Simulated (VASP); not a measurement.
An input for Ansatz (written as the equivalent of a VASP run, and not itself run):

Ansatz 0.2 input:
```yaml
crystal:
  lattice:
    - [-1.7450000, 1.7450000, 1.7450000]
    - [1.7450000, -1.7450000, 1.7450000]
    - [1.7450000, 1.7450000, -1.7450000]
  atoms:
    - { symbol: Li, position: [0.0000000, 0.0000000, 0.0000000] }
kpoints:
  mp_grid: { grid: [13, 13, 13] }
hamiltonian:
  xc: lda
  pseudopotentials: { kind: paw }
scf:
  occupations: { method: methfessel_paxton, width: 0.1 }
  max_iter: 100
relax:
  max_steps: 60
  f_tol: 0.01
  cell: {}
output: { forces: true, stress: true, eigenvalues: true }
```

Translate this input to VASP (INCAR, KPOINTS, POSCAR, choice of POTCAR).

This is not unique; one that fits is 
### POSCAR
```
Li
1.0
 -1.7450000000   1.7450000000   1.7450000000
  1.7450000000  -1.7450000000   1.7450000000
  1.7450000000   1.7450000000  -1.7450000000
Li
1
Cartesian
  0.0000000000   0.0000000000   0.0000000000
```

### INCAR
```
ALGO = Normal
EDIFF = 1E-6
EDIFFG = -0.01
ENCUT = 520
IBRION = 2
ISIF = 3
ISMEAR = 1
LASPH = .TRUE.
LCHARG = .FALSE.
LREAL = .FALSE.
LWAVE = .FALSE.
NELM = 100
NSW = 60
PREC = Accurate
SIGMA = 0.1
SYSTEM = Li
```

KPOINTS:
```
kpoints
0
gamma
 13 13 13
0 0 0
```

POTCAR, in this order: Li_sv (LDA.64 set). Program: vasp_std.

The two are equivalent in intent, not identical: each code has its own PAW files, so the cut-off isn't converted (ENCUT is set for VASP's; basis.ecutwfc is left out, and Ansatz then takes the one that its files recommend); Ansatz stops its SCF on the density residual and VASP on the energy change (EDIFF); Ansatz's lda is the Perdew-Wang form, while the LDA potentials of VASP carry Perdew-Zunger's.

The compound is Li in the bcc structure. This run relaxes it. Symmetry was kept, so distortions that lower it aren't found.
